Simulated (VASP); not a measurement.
Computed with PBE GGA, VASP's PBE PAW potentials (set 64) (plane waves; VASP).

The input files of a VASP run:

**POSCAR**
```
In
1
   -1.6297350000     1.6297350000     2.4929000000
    1.6297350000    -1.6297350000     2.4929000000
    1.6297350000     1.6297350000    -2.4929000000
In
1
Direct
  0.0000000000   0.0000000000   0.0000000000
```

### INCAR
```
SYSTEM = In
PREC = Accurate
ENCUT = 300
EDIFF = 1E-6
NELM = 100
ALGO = Normal
LREAL = .FALSE.
LASPH = .TRUE.
ISMEAR = -1
SIGMA = 0.136
GGA = PE
LMAXMIX = 4
LWAVE = .FALSE.
LCHARG = .FALSE.
ISIF = 2
```

KPOINTS:
```
K-points
0
Gamma
11 11 11
```

POTCAR, in this order: In_d (PBE.64 set). Program: vasp_std.

At this cut-off the stress carries a Pulay error, which pulls relaxed volumes low. Unless said otherwise, spin-orbit coupling is left out, though it shifts the bands of the heavy elements here.

Q: Predict the energy per atom (σ→0), pressure, band gap (on the k-mesh).

A: 
```json
{
 "energy per atom (σ→0)": "-2.553 eV/atom",
 "band gap (on the k-mesh)": "none (metal, semimetal or under 0.01 eV)",
 "pressure": "1.05 GPa"
}
```

File OSZICAR:
```
...
DAV:   4    -0.259212306520E+01   -0.40287E-01   -0.40277E-01  3210   0.713E+00
DAV:   5    -0.259396050952E+01   -0.18374E-02   -0.18374E-02  3102   0.126E+00    0.222E+00
DAV:   6    -0.257292414870E+01    0.21036E-01   -0.37032E-02  2868   0.411E+00    0.113E+00
DAV:   7    -0.256797292970E+01    0.49512E-02   -0.12769E-02  2948   0.225E+00    0.239E-01
DAV:   8    -0.256761865800E+01    0.35427E-03   -0.66428E-04  2874   0.523E-01    0.290E-02
DAV:   9    -0.256762352770E+01   -0.48697E-05   -0.11752E-05  3426   0.468E-02    0.107E-02
DAV:  10    -0.256762378001E+01   -0.25230E-06   -0.68886E-07  1662   0.964E-03
   1 F= -.25676238E+01 E0= -.25527940E+01  d E =-.296596E-01
```

The structure comes from a computed database's In entry; how it stands against other phases isn't given here. The cell was not relaxed at this level.
